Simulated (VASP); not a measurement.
Data:

```yaml
crystal:
  lattice:
    - [0.00000, 2.25748, 2.25748]
    - [2.25748, 0.00000, 2.25748]
    - [2.25748, 2.25748, 0.00000]
  atoms:
    - { symbol: H, position: [0.00000, 0.00000, 0.00000] }
    - { symbol: Cl, position: [0.50000, 0.50000, 0.50000] }
```

These are r2SCAN meta-GGA, VASP's PBE PAW potentials (set 64) (plane waves; VASP) values and carry that method's errors. Run with 400 eV cut-off, 16×16×16 Γ-centred mesh, tetrahedra with Blöchl corrections, potentials H Cl.

Problem. Estimate the energy per atom (σ→0), band gap (over mesh and band path) with the smallest direct gap where there is one.

Solution. 
The band gap (over mesh and band path) comes out as none (metal, semimetal or under 0.01 eV) and the energy per atom (σ→0) is -4.007 eV/atom.

The structure comes from a measured HCl entry (Fm-3m) of the Crystallography Open Database, whose conditions weren't checked. It was relaxed first, which changed the volume by -44 %.
